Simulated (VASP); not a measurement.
These are TPSS meta-GGA, VASP's PBE PAW potentials (set 64) (plane waves; VASP) values and carry that method's errors.

Input for VASP

KPOINTS_OPT:
```
k-points along high-symmetry lines
6
Line-mode
Reciprocal
  0.000000   0.000000   0.000000 ! GAMMA
  0.000000   0.500000   0.000000 ! X

  0.000000   0.500000   0.000000 ! X
  0.500000   0.500000   0.000000 ! M

  0.500000   0.500000   0.000000 ! M
  0.000000   0.000000   0.000000 ! GAMMA

  0.000000   0.000000   0.000000 ! GAMMA
  0.000000   0.000000   0.500000 ! Z

  0.000000   0.000000   0.500000 ! Z
  0.000000   0.500000   0.500000 ! R

  0.000000   0.500000   0.500000 ! R
  0.500000   0.500000   0.500000 ! A

  0.500000   0.500000   0.500000 ! A
  0.000000   0.000000   0.500000 ! Z

  0.000000   0.500000   0.000000 ! X
  0.000000   0.500000   0.500000 ! R

  0.500000   0.500000   0.000000 ! M
  0.500000   0.500000   0.500000 ! A
```

KPOINTS:
```
Automatic
0
Gamma
 15 15 11
0 0 0
```

INCAR:
```
# general
SYSTEM  = FePt
PREC    = Accurate
ENCUT   = 520
LREAL   = F
LASPH   = T

# electronic loop
EDIFF   = 1E-7
NELM    = 100
ALGO    = Normal
LMAXMIX = 6
LMIXTAU = T

# smearing
ISMEAR  = -5

# functional
METAGGA = TPSS

# spin
ISPIN   = 2
MAGMOM  = 2.9 0.3

# ions
ISIF    = 2

# output
LWAVE   = F
LCHARG  = F
LORBIT  = 11
NEDOS   = 601
```

File POSCAR:
```
FePt
1.0
  2.7121629542   0.0000000000   0.0000000000
  0.0000000000   2.7121629542   0.0000000000
  0.0000000000   0.0000000000   3.7337620832
Fe Pt
1 1
Cartesian
  0.0000000000   0.0000000000   0.0000000000
  1.3560814771   1.3560814771   1.8668810416
```

POTCAR, in this order: Fe Pt (PBE.64 set). Program: vasp_std.

What VASP printed:

OSZICAR:
```
       N       E                     dE             d eps       ncg     rms          rms(c)
DAV:   1     0.117208892383E+03    0.11721E+03   -0.10383E+04 14211   0.168E+03
DAV:   2    -0.580191734410E+01   -0.12301E+03   -0.11097E+03 14374   0.331E+02
DAV:   3    -0.123980209590E+02   -0.65961E+01   -0.62203E+01 16938   0.980E+01
DAV:   4    -0.125618767452E+02   -0.16386E+00   -0.16372E+00 18098   0.166E+01
DAV:   5    -0.125665291256E+02   -0.46524E-02   -0.46535E-02 19499   0.260E+00    0.212E+01
DAV:   6    -0.232806863545E+02   -0.10714E+02   -0.17631E+01 14757   0.593E+01    0.128E+01
DAV:   7    -0.234085373294E+02   -0.12785E+00   -0.39120E+00 18370   0.518E+01    0.895E+00
DAV:   8    -0.230177933254E+02    0.39074E+00   -0.13484E+00 15281   0.278E+01    0.566E+00
DAV:   9    -0.230455992659E+02   -0.27806E-01   -0.51385E-02 15411   0.341E+00    0.149E+00
DAV:  10    -0.230481884533E+02   -0.25892E-02   -0.12460E-02 16575   0.134E+00    0.921E-01
DAV:  11    -0.230470398748E+02    0.11486E-02   -0.11891E-02 17202   0.133E+00    0.237E-01
DAV:  12    -0.230469281953E+02    0.11168E-03   -0.12101E-03 16570   0.884E-01    0.101E-01
DAV:  13    -0.230469697430E+02   -0.41548E-04   -0.67352E-05 16408   0.102E-01    0.371E-02
DAV:  14    -0.230469783075E+02   -0.85646E-05   -0.12929E-05 17561   0.525E-02    0.167E-02
DAV:  15    -0.230469790128E+02   -0.70522E-06   -0.63900E-06 19597   0.464E-02    0.709E-03
DAV:  16    -0.230469783373E+02    0.67543E-06   -0.35816E-07 12664   0.119E-02    0.353E-03
DAV:  17    -0.230469779914E+02    0.34591E-06   -0.18739E-07  9328   0.551E-03    0.141E-03
DAV:  18    -0.230469778072E+02    0.18428E-06   -0.26971E-08  6956   0.319E-03    0.648E-04
DAV:  19    -0.230469778551E+02   -0.47900E-07   -0.10474E-08  6900   0.162E-03
   1 F= -.23046978E+02 E0= -.23046978E+02  d E =0.000000E+00  mag=     3.2802
       N       E                     dE             ncg
```

File OUTCAR:
```
------------------------ aborting loop because EDIFF is reached ----------------------------------------
  FORCE on cell =-STRESS in cart. coord.  units (eV):
  Direction    XX          YY          ZZ          XY          YZ          ZX
  --------------------------------------------------------------------------------------
  Total       -0.0328109     -0.0328109     -0.0274320      0.0000000      0.0000000     -0.0000000
  in kB       -1.9140362     -1.9140362     -1.6002599      0.0000000      0.0000000     -0.0000000
  external PRESSURE =      -1.8094441 kB  Pullay stress =       0.0000000 kB
  volume of cell :       27.46
      direct lattice vectors                 reciprocal lattice vectors
     2.712162954  0.000000000  0.000000000     0.368709409  0.000000000  0.000000000
     0.000000000  2.712162954  0.000000000     0.000000000  0.368709409  0.000000000
     0.000000000  0.000000000  3.733762083     0.000000000  0.000000000  0.267826385
 POSITION                                       TOTAL-FORCE (eV/Angst)
 -----------------------------------------------------------------------------------
      0.00000      0.00000      0.00000         0.000000      0.000000      0.000000
      1.35608      1.35608      1.86688         0.000000      0.000000      0.000000
 -----------------------------------------------------------------------------------
    total drift:                                0.000000      0.000000     -0.000000
  FREE ENERGIE OF THE ION-ELECTRON SYSTEM (eV)
  ---------------------------------------------------
  free  energy   TOTEN  =       -23.0469778551 eV

  energy  without entropy=      -23.0469778551  energy(sigma->0) =      -23.04697786

 total charge

# of ion       s       p       d       tot
------------------------------------------
    1        0.407   0.458   6.102   6.967
    2        0.741   0.683   8.057   9.481
--------------------------------------------------
tot          1.148   1.141  14.160  16.449

 magnetization (x)

# of ion       s       p       d       tot
------------------------------------------
    1        0.000  -0.010   2.943   2.933
    2       -0.030  -0.075   0.407   0.302
--------------------------------------------------
tot         -0.030  -0.085   3.350   3.235
```
(Selected blocks of OUTCAR.)

For a metal the tetrahedron method with Blöchl corrections gives inexact stress and forces.

The compound is FePt in the L1_0 structure. It was relaxed first.
